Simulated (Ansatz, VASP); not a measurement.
# Cross-check of Sb (Antimony) between VASP and Ansatz

Aim: how closely do two programs agree when they are given the same cell, functional and k mesh? The cell is taken from a series of runs on this material, whose earlier steps may have relaxed, scaled, displaced or heated it; both programs get it as it stands.

Method: plane waves, with VASP 6.6.1 beside it; zone-centre phonons at PBEsol, in Ansatz 0.2.0.

## 1. Set-up

It takes space group R-3m (No. 166, trigonal). The conventional cell has a = 4.334 Å, b = 4.334 Å, c = 11.154 Å, α = 90.00°, β = 90.00°, γ = 120.00°. Nearest to Sb lie 3 Sb at 2.93 Å.

## 2. Ansatz: zone-centre phonons, PBEsol

Ansatz runs on its default PAW (the set named soft_2) files.

Second derivatives magnify differences that forces hide, and they need a tight electronic threshold.

The input, input.yaml:

```yaml
crystal:
  lattice:
    - [2.167154691, 1.2512073443, 3.7179021352]
    - [-2.167154691, 1.2512073443, 3.7179021352]
    - [0.0, -2.5024146884, 3.7179021353]
  atoms:
    - { symbol: Sb, position: [0.2350528807, 0.2350528807, 0.2350528807] }
    - { symbol: Sb, position: [0.7649471193, 0.7649471193, 0.7649471193] }
kpoints:
  mp_grid: { grid: [15, 15, 15] }
hamiltonian:
  xc: pbesol
scf:
  occupations: { method: methfessel_paxton, width: 0.2 }
output:
  eigenvalues: true
phonons:
  method: dfpt
```

Run with:

```sh
$ ansatz run input.yaml --threads 4 --pin off --max-ram 14336MiB --backend cpu --events-out ev --progress --plain --runs-dir out
```

Numbers of over 12 decimals in the logs are rounded to 6 here.

What it wrote:

```text
Engine: ansatz 0.2.0, aarch64-unknown-linux-gnu
Pseudopotentials: kind: paw
Pseudopotential: Sb, paw, valence charge 15, recommended cutoff 420 eV (normal), Sb.paw.azcp
Functional definition: PBEsol
  exchange = pbesol_x
  correlation = pbesol_c
Crystal: 2 atoms, lattice volume = 60.488 Å³
Basis set: ecut = 420 eV, 1195 PW (Γ), exchange–correlation on 60×60×60 points (8 copies of the dense FFT grid, shifted against one another)
Bands: 19, of which v1, the nominal top of the filled ones, is band 15 counted from 1 (14 counted from 0)
Symmetry: 12 space group operations
k-points: 904 of 3375 (irreducible under 2 space group operations, time reversal used)
Non-local potential: Sb, projectors of the file, l = 0: 2, l = 1: 2, l = 2: 2, l = 3: 2
PAW form: soft (Blöchl's): semilocal exchange-correlation on the pseudo side does not see the compensation charge
PAW frozen core: Sb, regenerated for the run's functional, and the local potential with it (the file was generated under x = pbe(κ = 0.804, μ = 0.219515), c = pbe(β = 0.066725))
PAW one-centre angular grid: Sb, 590 points (default); XC on 64 Gauss nodes
Initial density: superposition of atomic densities (neutral atoms: chi_scale 0, normalization atom), corrected by the library's trained network
Initial wavefunctions: pseudopotential atomic-orbital guess
Functional: x = pbesol(κ = 0.804, μ = 0.123457), c = pbesol(β = 0.046)
SCF iter   1: F=—  HF=-12816.170141 eV  |F-HF|=—  |Δ(HF+E_count)|=         —  Δρ=2.59e-3  dr2=3.27e-3  ethr=1.77e-3  ⟨swp⟩=5.7  Hψ=83444  notcnv=0
preconditioner: auto → Kerker (q_TF=auto, 2.427 Å⁻¹)  [metal: Δε(μ)=0.095 eV  Ē_g=8.623 eV  σ=0.200 eV  W_gap=0.37  n_scr=14 (ndim 8)  ℏωp=15.1 eV  f_vac=0.002  D(μ)=0.15/eV (n_scr^D=0)]
SCF iter   2: F=—  HF=-12816.167563 eV  |F-HF|=—  |Δ(HF+E_count)|=   2.58e-3  S|Δr|=    0.00e0  Δρ=1.73e-3  dr2=1.23e-3  ethr=1.09e-5  ⟨swp⟩=2.7  Hψ=38621  notcnv=0
SCF iter   3: F=—  HF=-12816.167313 eV  |F-HF|=—  |Δ(HF+E_count)|=   2.50e-4  S|Δr|=    0.00e0  Δρ=7.40e-4  dr2=1.70e-4  ethr=4.09e-6  ⟨swp⟩=2.0  Hψ=30745  notcnv=0
SCF iter   4: F=—  HF=-12816.167181 eV  |F-HF|=—  |Δ(HF+E_count)|=   1.32e-4  S|Δr|=    0.00e0  Δρ=2.62e-4  dr2=2.95e-5  ethr=5.65e-7  ⟨swp⟩=2.0  Hψ=30692  notcnv=0
SCF iter   5: F=—  HF=-12816.167169 eV  |F-HF|=—  |Δ(HF+E_count)|=   1.21e-5  S|Δr|=    0.00e0  Δρ=5.64e-5  dr2=2.72e-6  ethr=9.84e-8  ⟨swp⟩=2.0  Hψ=30743  notcnv=0
SCF iter   6: F=—  HF=-12816.167167 eV  |F-HF|=—  |Δ(HF+E_count)|=   1.55e-6  S|Δr|=    0.00e0  Δρ=1.68e-5  dr2=3.30e-7  ethr=9.06e-9  ⟨swp⟩=2.0  Hψ=27921  notcnv=0
SCF iter   7: F=—  HF=-12816.167167 eV  |F-HF|=—  |Δ(HF+E_count)|=   4.87e-8  S|Δr|=    0.00e0  Δρ=1.15e-5  dr2=5.29e-8  ethr=1.10e-9  ⟨swp⟩=3.0  Hψ=30507  notcnv=0
SCF iter   8: F=—  HF=-12816.167167 eV  |F-HF|=—  |Δ(HF+E_count)|=   2.33e-8  S|Δr|=    0.00e0  Δρ=1.56e-6  dr2=1.77e-9  ethr=1.76e-10  ⟨swp⟩=2.0  Hψ=30743  notcnv=0
SCF iter   9: F=—  HF=-12816.167167 eV  |F-HF|=—  |Δ(HF+E_count)|=  2.89e-10  S|Δr|=    0.00e0  Δρ=3.05e-7  dr2=1.10e-10  ethr=5.90e-12  ⟨swp⟩=2.0  Hψ=30521  notcnv=0
SCF iter  10: F=-12816.167167 eV  HF=-12816.167167 eV  |F-HF|=7.28e-12  |Δ(HF+E_count)|=  9.09e-12  S|Δr|=    0.00e0  Δρ=7.80e-8  dr2=6.76e-12  ethr=1.00e-12  ⟨swp⟩=5.0  Hψ=74668  notcnv=0
SCF 1 converged in 10 iterations: F = -12816.167167 eV  dr2 = 6.76e-12
  greatest PAW one-centre occupation: 0.996 electrons in one spin orbital (limit 2), on the Sb atom at site 1 (counted from 0), in its partial waves of l = 2
DFPT response loops at Γ: preconditioner auto → Kerker (q_TF=auto, 2.427 Å⁻¹) (partly filled bands, converged f_vac=0.001); β = 1.00, the filter's whole step (`scf.mixing.beta` (0.50) is not read by the response loops under this deck's `scf.mixing.preconditioner`; to damp them name `kerker` or `kerker_dos`, under which they read `scf.mixing.beta`, and type it under 1.00, their step now; both keys bind the ground state too); Broyden in place of MSR1
SCF converged after 10 iterations
Stability not checked: this state was not tested for a lower state beside it, because cold or Methfessel-Paxton smearing, or corrected tetrahedra, fill the levels in a way that the test cannot read (fill_not_monotonic; see scf.lower_state_search)
Free energy (F): -12816.167167 eV
Harris-Foulkes:  -12816.167167 eV  (|F-HF|=7.28e-12)
Internal energy: -12816.169618 eV  (E = F + TS)
E sigma→0 (E₀):  -12816.167780 eV
Entropy (-TS):   0.002450 eV (1.225 meV/atom)
Fermi energy:    9.862279 eV
Step filling:    the computed levels leave a gap of 0.0011 eV = 0.0 smearing widths at the electron count; against every level under it full and every level over it empty, smearing changes F+E_penalty+E_count by +0.520 meV and its σ→0 estimate by -0.093 meV
--- Per-component energies (eV) ---
  E_band       = -342.050909
  E_kinetic    = 414.598813
  E_local      = -3192.650189  (includes V_loc(G=0)·N_el)
  E_nonlocal   = 728.033574
  E_hartree    = 1444.425198
  E_xc         = -274.959364
  E_vxc        = -193.211954  (∫ρ·V_xc dr)
  E_paw        = -8999.045776  (= ΣΔE_a)
  E_vpaw       = -987.671476  (= ΣTr[D̂ρ^β])
  E_aug_tail   = -0.000004  (compensation charges beyond the density's cutoff)
  E_ewald      = -2937.235584
  E_core_change = 0.663714  (= ΣΔE_core)
  E_smearing   = 0.002450  (= −TS)
  E_closure    = -0.000000  (closes the sum)
  Σ components = -12816.167167   (vs F -12816.167167, Δ=0.00e0)
--- Band table (eV; the first three rows and the last of 904) ---
  k-point 0: bands = [... 11 lower, 5.0551, 7.9226, 8.0969, 8.0969, 12.1194, 12.6414, 12.6414, 14.9197]
  k-point 1: bands = [... 11 lower, 4.8240, 7.9431, 8.0891, 8.1950, 12.0774, 12.4939, 12.5056, 14.6811]
  k-point 2: bands = [... 11 lower, 4.2449, 7.9571, 8.0702, 8.4389, 11.8863, 12.1243, 12.1403, 14.4213]
  k-point 903: bands = [... 11 lower, 0.8572, 7.8274, 8.4180, 9.4128, 10.1605, 10.1631, 11.4677, 16.7578]
--- Phonons (Γ-DFPT): 2 representative perturbations + reference, on 904 of 3375 k-points (Σ response iterations 6) ---
  k mesh reduced under 2 symmetry operations, with k and −k counted as one. Each operation leaves every solved perturbation unchanged. A smaller set is not used because it would not reduce the number of displacements times k-points to solve
  ASR residual: 3.045e-5 → 0.000e0 eV/Å²; symmetrization residual: 2.756e-5 eV/Å²
  ASR residual per site (eV/Å²): 3.04e-5 3.04e-5
  Γ frequencies (cm⁻¹): 0.00 0.00 0.00 94.41 94.41 141.94
  non-analytic LO–TO correction: not included (Born effective charges unavailable; polar crystals: no LO–TO splitting at Γ)
```

## 3. VASP: zone-centre phonons, PBEsol

The same cell, functional, mesh and smearing now go to VASP, with its own data sets.

Lines of VASP's logs that name or quote its potential files are left out, and so is its time.

The input, INCAR:

```
SYSTEM = Sb
PREC = Accurate
ENCUT = 500
EDIFF = 1E-08
NELM = 120
ISMEAR = 1
SIGMA = 0.2
LREAL = .FALSE.
ALGO = Normal
GGA = PS
NBANDS = 11
LORBIT = 11
LWAVE = .FALSE.
LCHARG = .FALSE.
ISIF = 2
IBRION = 8
LASPH = .TRUE.
GGA_COMPAT = .FALSE.
KPAR = 2
```

The input, POSCAR:

```
Sb
1.0
    2.1671546910      1.2512073443      3.7179021352
   -2.1671546910      1.2512073443      3.7179021352
    0.0000000000     -2.5024146884      3.7179021353
Sb
2
Direct
    0.2350528807      0.2350528807      0.2350528807
    0.7649471193      0.7649471193      0.7649471193
```

The input, KPOINTS:

```
Automatic mesh
0
Gamma
15 15 15
0 0 0
```

PAW data sets: Sb (PBE family, release 64).

Run with:

```sh
$ mpirun -np 2 vasp_std
```

What it wrote:

```text
[banner, memory and clock lines left out]
running    2 mpi-ranks, on    1 nodes
 distrk:  each k-point on    1 cores,    2 groups
 distr:  one band on    1 cores,    1 groups

 POSCAR found type information on POSCAR Sb
 POSCAR found :  1 types and       2 ions
|                                                                             |
|               ----> ADVICE to this user running VASP <----                  |
|                                                                             |
|     You enforced a specific xc type in the INCAR file but a different       |
|     [... a line on the potential file left out ...]
|     I HOPE YOU KNOW WHAT YOU ARE DOING!                                     |
|                                                                             |

 LDA part: xc-table for (Slater+PW92), standard interpolation
 POSCAR, INCAR and KPOINTS ok, starting setup
 FFT: planning ... GRIDC
 FFT: planning ... GRID_SOFT
 FFT: planning ... GRID
 WAVECAR not read
 entering main loop
       N       E                     dE             d eps       ncg     rms          rms(c)
DAV:   1     0.345203838516E+02    0.34520E+02   -0.35260E+03  7568   0.693E+02
DAV:   2    -0.728329924730E+01   -0.41804E+02   -0.40519E+02 10121   0.112E+02
DAV:   3    -0.911122462982E+01   -0.18279E+01   -0.18102E+01  9064   0.265E+01
DAV:   4    -0.912771198537E+01   -0.16487E-01   -0.16422E-01  8584   0.300E+00
DAV:   5    -0.912790636701E+01   -0.19438E-03   -0.19438E-03  8792   0.363E-01    0.284E+00
DAV:   6    -0.911869696792E+01    0.92094E-02   -0.22584E-03  8582   0.290E-01    0.170E+00
DAV:   7    -0.911299374089E+01    0.57032E-02   -0.55529E-03  8294   0.446E-01    0.588E-02
DAV:   8    -0.911302555479E+01   -0.31814E-04   -0.14055E-04  8624   0.825E-02    0.181E-02
DAV:   9    -0.911303386682E+01   -0.83120E-05   -0.15956E-05  8471   0.253E-02    0.554E-03
DAV:  10    -0.911303332804E+01    0.53878E-06   -0.22854E-06  8612   0.834E-03    0.826E-04
DAV:  11    -0.911303339068E+01   -0.62642E-07   -0.16149E-07  8549   0.264E-03    0.500E-04
DAV:  12    -0.911303343031E+01   -0.39625E-07   -0.16727E-08  7375   0.727E-04    0.105E-04
DAV:  13    -0.911303343952E+01   -0.92101E-08   -0.17161E-09  4324   0.274E-04
   1 F= -.91130334E+01 E0= -.91138611E+01  d E =0.248283E-02
 Linear response reoptimize wavefunctions to high precision
DAV:   1    -0.911303343954E+01   -0.24954E-10   -0.20287E-10  4948   0.112E-04
 Linear response DOF=           2
 Linear response progress:
  Degree of freedom:   1/  2
       N       E                     dE             d eps       ncg     rms          rms(c)
RMM:   1    -0.250289503707E-01   -0.25029E-01    0.25436E-02 74934   0.117E+00
RMM:   2    -0.248153073479E-01    0.21364E-03   -0.15753E-03 58533   0.236E-01    0.468E-02
RMM:   3    -0.248111894019E-01    0.41179E-05   -0.41353E-05 61843   0.388E-02    0.279E-02
RMM:   4    -0.248533519881E-01   -0.42163E-04   -0.18723E-05 61857   0.203E-02    0.219E-03
RMM:   5    -0.248608164449E-01   -0.74645E-05   -0.16640E-06 63189   0.355E-03    0.948E-04
RMM:   6    -0.248628964541E-01   -0.20800E-05   -0.11708E-07 62160   0.915E-04    0.289E-04
RMM:   7    -0.248620762200E-01    0.82023E-06    0.11265E-07 64182   0.220E-04    0.706E-05
RMM:   8    -0.248620098104E-01    0.66410E-07    0.16963E-08 64963   0.545E-05    0.136E-05
RMM:   9    -0.248619948475E-01    0.14963E-07   -0.22988E-09 65248   0.157E-05    0.123E-06
RMM:  10    -0.248619885187E-01    0.63289E-08   -0.13536E-09 62308   0.426E-06    0.710E-07
 first order change of Fermi-energy  -0.18436E-04
 force on displaced ion       1 direction 1 :  -2.132   0.000   0.000
 Linear response progress:
  Degree of freedom:   2/  2
       N       E                     dE             d eps       ncg     rms          rms(c)
RMM:   1    -0.260473804552E-01   -0.26047E-01    0.19628E-02 14857   0.118E+00
RMM:   2    -0.250551596655E-01    0.99222E-03   -0.15328E-03 11803   0.242E-01    0.466E-02
RMM:   3    -0.249442986904E-01    0.11086E-03   -0.43988E-05 12593   0.427E-02    0.282E-02
RMM:   4    -0.248638625567E-01    0.80436E-04   -0.29287E-05 12251   0.257E-02    0.716E-03
RMM:   5    -0.248737015253E-01   -0.98390E-05   -0.95827E-07 12725   0.531E-03    0.258E-03
RMM:   6    -0.248760266963E-01   -0.23252E-05   -0.75462E-08 12785   0.108E-03    0.786E-04
RMM:   7    -0.248751411220E-01    0.88557E-06    0.15552E-08 12938   0.311E-04    0.220E-04
RMM:   8    -0.248751623655E-01   -0.21243E-07    0.55630E-09 13049   0.693E-05    0.340E-05
RMM:   9    -0.248751613535E-01    0.10120E-08   -0.71147E-10 13196   0.190E-05    0.165E-05
 first order change of Fermi-energy  -0.49773E-01
 force on displaced ion       1 direction 3 :   0.000  -0.000  -4.669
 Linear response finished
```

From OUTCAR (step 3):

```text
ion  position               nearest neighbor table
   1  0.235  0.235  0.235-   2 2.93   2 2.93   2 2.93   2 3.33   2 3.33   2 3.33
   2  0.765  0.765  0.765-   1 2.93   1 2.93   1 2.93   1 3.33   1 3.33   1 3.33

  LATTYP: Found a trigonal (rhomboedric) cell.
 ALAT       =     4.4816152847
 COS(alpha) =     0.5323287475

 Subroutine GETGRP returns: Found 12 space group operations
 (whereof 12 operations were pure point group operations)

The static configuration has the point symmetry D_3d.

 Found    344 irreducible k-points:

   k-points           NKPTS =    344   k-points in BZ     NKDIM =    344   number of bands    NBANDS=     11

   dimension x,y,z NGX =    36 NGY =   36 NGZ =   36
   dimension x,y,z NGXF=    72 NGYF=   72 NGZF=   72

   ENCUT  =  500.0 eV  36.75 Ry    6.06 a.u.   8.17  8.17  8.17*2*pi/ulx,y,z

   NELECT =      10.0000    total number of electrons

 k-points in reciprocal lattice and weights: Automatic mesh
   0.00000000  0.00000000  0.00000000       0.000
   0.06666667  0.00000000  0.00000000       0.002
   0.13333333  0.00000000  0.00000000       0.002
   0.20000000  0.00000000  0.00000000       0.002
   0.26666667  0.00000000  0.00000000       0.002
   0.33333333  0.00000000 -0.00000000       0.002
   0.40000000  0.00000000 -0.00000000       0.002
   0.46666667  0.00000000 -0.00000000       0.002
   0.06666667  0.06666667  0.00000000       0.002
[...]
0.46666667  0.46666667  0.46666667       0.001
  -0.46666667  0.46666667  0.46666667       0.002

 average (electrostatic) potential at core
       1 -85.7095       2 -85.7095

  Total       -0.1569253     -0.1569253     -0.1795285      0.0000000      0.0000000      0.0000000
  in kB       -4.1565696     -4.1565696     -4.7552737      0.0000000      0.0000000      0.0000000
  external PRESSURE =      -4.3561376 kB  Pullay stress =       0.0000000 kB

  energy-cutoff  :      500.00
  volume of cell :       60.49
      direct lattice vectors                 reciprocal lattice vectors
     2.167154691  1.251207344  3.717902135     0.230717264  0.133204674  0.089656296
    -2.167154691  1.251207344  3.717902135    -0.230717264  0.133204674  0.089656296
     0.000000000 -2.502414688  3.717902135     0.000000000 -0.266409348  0.089656296

 POSITION                                       TOTAL-FORCE (eV/Angst)
 -----------------------------------------------------------------------------------
      0.00000      0.00000      2.62171         0.000000      0.000000      0.048802
      0.00000      0.00000      8.53200         0.000000     -0.000000     -0.048802
 -----------------------------------------------------------------------------------
    total drift:                                0.000000      0.000000     -0.000000

 Eigenvectors and eigenvalues of the dynamical matrix
 ----------------------------------------------------

   1 f  =    4.329365 THz    27.202203 2PiTHz  144.412072 cm-1    17.904807 meV
             X         Y         Z           dx          dy          dz
      0.000000  0.000000  2.621711     0.000000    0.000000    0.707107
      0.000000  0.000000  8.531996     0.000000   -0.000000   -0.707107

   2 f  =    2.925527 THz    18.381627 2PiTHz   97.585072 cm-1    12.099002 meV
             X         Y         Z           dx          dy          dz
      0.000000  0.000000  2.621711     0.000000    0.707107   -0.000000
      0.000000  0.000000  8.531996     0.000000   -0.707107    0.000000

   3 f  =    2.925527 THz    18.381627 2PiTHz   97.585072 cm-1    12.099002 meV
             X         Y         Z           dx          dy          dz
      0.000000  0.000000  2.621711    -0.707107    0.000000   -0.000000
      0.000000  0.000000  8.531996     0.707107   -0.000000   -0.000000

   4 f  =    0.000000 THz     0.000000 2PiTHz    0.000001 cm-1     0.000000 meV
             X         Y         Z           dx          dy          dz
      0.000000  0.000000  2.621711    -0.704319    0.062728    0.000000
      0.000000  0.000000  8.531996    -0.704319    0.062728    0.000000

   5 f  =    0.000000 THz     0.000000 2PiTHz    0.000001 cm-1     0.000000 meV
             X         Y         Z           dx          dy          dz
      0.000000  0.000000  2.621711    -0.000000   -0.000000   -0.707107
      0.000000  0.000000  8.531996    -0.000000   -0.000000   -0.707107

   6 f/i=    0.000000 THz     0.000000 2PiTHz    0.000001 cm-1     0.000000 meV
             X         Y         Z           dx          dy          dz
      0.000000  0.000000  2.621711     0.062728    0.704319   -0.000000
      0.000000  0.000000  8.531996     0.062728    0.704319   -0.000000

 ELASTIC MODULI CONTR FROM IONIC RELAXATION (kBar)
 Direction    XX          YY          ZZ          XY          YZ          ZX
 --------------------------------------------------------------------------------
 XX        -102.3487    -66.7092   -143.6105      0.0000     63.0425     -0.0000
 YY         -66.7092   -102.3487   -143.6105     -0.0000    -63.0425      0.0000
 ZZ        -143.6105   -143.6105   -243.9872     -0.0000      0.0000      0.0000
 XY           0.0000     -0.0000     -0.0000    -17.8197     -0.0000     60.0529
 YZ          63.0425    -63.0425      0.0000     -0.0000   -223.0314      0.0000
 ZX          -0.0000      0.0000      0.0000     60.0529      0.0000   -202.3793
 --------------------------------------------------------------------------------
```

## 4. Side by side

Known differences besides the potentials themselves: the data sets hold 30 valence electrons in Ansatz (on its default PAW (the set named soft_2) files) and 10 in VASP; the cutoff is 420 eV in Ansatz and 500 eV in VASP; Ansatz makes its cores anew for this functional, VASP keeps those of its PBE data sets. Total energies have different zeros and are not compared.

Compared:

| quantity | Ansatz | VASP | difference |
| --- | --- | --- | --- |
| optical mode 1 to 2 (cm⁻¹) | 94.4 | 97.6 | -3.25 % |
| optical mode 3 (cm⁻¹) | 141.9 | 144.4 | -1.71 % |

Modes are paired by rising frequency, not by their patterns, so a pair may set unlike modes beside each other; they are those without the splitting of longitudinal modes.

## 5. Outcome

| Property | Result |
| --- | --- |
| r.m.s. difference of the optical zone-centre modes, each program's sorted by frequency (zone-centre phonons, PBEsol) | 3.0 cm⁻¹ |
| difference in optical mode 1 to 2 (zone-centre phonons, PBEsol) | -3.3 % |

The r.m.s. difference of the optical zone-centre modes, each program's sorted by frequency is 3.0 cm⁻¹ (zone-centre phonons, PBEsol). The data sets hold unlike numbers of valence electrons (30 in Ansatz and 10 in VASP), so part of the differences comes from the potentials. Among the rows given in per cent, the largest difference of the zone-centre phonons, PBEsol pair is in optical mode 1 to 2, -3.3 %. Such differences can come from data sets, numerical settings and the points named under the comparisons, not from the functional's error against experiment.

[Lines on the potential files, build, host, timing and source positions are cut from VASP's logs without a mark.]

[Logs are printed without paths, hosts, clocks, repeated set-up lines and the standing remarks that a program may print on its own settings, such as how far it seeks lower states.]

[Hosts, paths, dates, database ids (printed as entryN), source tags and the programs' standing remarks are cut or masked in the printed files.]
